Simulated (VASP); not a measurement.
VASP ran on this input.

**POSCAR**
```
Ag2O
1.0
  4.4500837474   0.0000000000   0.0000000000
  0.0000000000   4.4500837474   0.0000000000
  0.0000000000   0.0000000000   4.4500837474
Ag O
4 2
Cart
  3.3375628105   1.1125209368   3.3375628105
  1.1125209368   3.3375628105   3.3375628105
  3.3375628105   3.3375628105   1.1125209368
  1.1125209368   1.1125209368   1.1125209368
  0.0000000000   0.0000000000   0.0000000000
  2.2250418737   2.2250418737   2.2250418737
```

KPOINTS:
```
K-points
0
Gamma
5 5 5
```

### INCAR
```
LMAXMIX=4
IBRION=2   ! conjugate gradients
LASPH=T   ! aspherical one-centre terms
LWAVE=F
PREC=Accurate
SIGMA=0.05
ISIF=3   ! ions, shape and volume
NSW=40   ! most ionic steps
EDIFF=1E-6
LREAL=F   ! projection in real space or not
GGA=PE
ALGO=Normal
NELM=100
EDIFFG=-0.02   ! ionic stop
ENCUT=620   ! plane-wave cut-off (eV)
SYSTEM=Ag2O
PSTRESS=450   ! kbar
ISMEAR=0   ! Gaussian
LCHARG=F
```

POTCAR, in this order: Ag O (PBE.64 set). Program: vasp_std.

Problem. Write an equivalent input for Ansatz.

Solution. One equivalent input (not run):
Ansatz 0.2 input:
```yaml
crystal:
  lattice:
    - [4.4500837, 0.0000000, 0.0000000]
    - [0.0000000, 4.4500837, 0.0000000]
    - [0.0000000, 0.0000000, 4.4500837]
  atoms:
    - { symbol: Ag, position: [0.7500000, 0.2500000, 0.7500000] }
    - { symbol: Ag, position: [0.2500000, 0.7500000, 0.7500000] }
    - { symbol: Ag, position: [0.7500000, 0.7500000, 0.2500000] }
    - { symbol: Ag, position: [0.2500000, 0.2500000, 0.2500000] }
    - { symbol: O, position: [0.0000000, 0.0000000, 0.0000000] }
    - { symbol: O, position: [0.5000000, 0.5000000, 0.5000000] }
kpoints:
  mp_grid: { grid: [5, 5, 5] }
hamiltonian:
  xc: pbe
  pseudopotentials: { kind: paw }
scf:
  occupations: { method: gaussian, width: 0.05 }
  max_iter: 100
relax:
  max_steps: 40
  f_tol: 0.02
  cell: { p_target: 45 }
output: { forces: true, stress: true, eigenvalues: true }
```
The two are equivalent in intent, not identical: each code has its own PAW files, so the cut-off isn't converted (ENCUT is set for VASP's; basis.ecutwfc is left out, and Ansatz then takes the one that its files recommend); Ansatz stops its SCF on the density residual and VASP on the energy change (EDIFF).

The compound is Ag2O in the cuprite structure. This run relaxes it under an external pressure of 45 GPa. Symmetry was kept, so distortions that lower it aren't found.
